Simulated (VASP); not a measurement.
Input:

```
CELL_PARAMETERS angstrom
      3.91476     0.00000     0.00000
      0.00000     3.91476     0.00000
      0.00000     0.00000     3.91476
ATOMIC_POSITIONS crystal
  Sr 0.00000 0.00000 0.00000
  Ti 0.50000 0.50000 0.50000
  O  0.50000 0.00000 0.50000
  O  0.00000 0.50000 0.50000
  O  0.50000 0.50000 0.00000
```

Method: PBE GGA with D3 dispersion (Becke-Johnson damping), VASP's PBE PAW potentials (set 64) (plane waves; VASP). Settings: 520 eV cut-off, 6×6×6 Γ-centred mesh, tetrahedra with Blöchl corrections, potentials Sr_sv Ti_sv O.

### Question
Predict the energy per atom (σ→0), band gap (on the k-mesh) with the smallest direct gap where there is one.

### Answer

```yaml
band gap (on the k-mesh): 1.84 eV
smallest direct gap (on the k-mesh): 2.20 eV
energy per atom (σ→0): -8.281 eV/atom
```

The absolute energy has meaning only against runs of the same code, potentials and settings.

The compound is SrTiO3 in the cubic perovskite structure, the ideal cubic form; the compound distorts at low or room temperature. It was relaxed first.
